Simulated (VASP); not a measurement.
Given:

```
BeS
1.0
    0.00000     2.47861     2.47861
    2.47861     0.00000     2.47861
    2.47861     2.47861     0.00000
Be S
1 1
Direct
  0.00000   0.00000   0.00000
  0.25000   0.25000   0.25000
```

Method: r2SCAN+rVV10, VASP's PBE PAW potentials (set 64) (plane waves; VASP). Run with 520 eV cut-off, 9×9×9 Γ-centred mesh, Gaussian smearing of 0.050 eV, potentials Be S.

Question: What does the run give for the energy per atom (σ→0), pressure?

Answer: 
```
Property                        Value
---------------------  --------------
energy per atom (σ→0)  -7.317 eV/atom
pressure                    -5.10 GPa
```

Total energies compare only between runs with the same potentials, cut-off and functional.

The compound is BeS in the zinc blende structure. This cell is one point of a volume scan, at 1.06 of the reference volume.
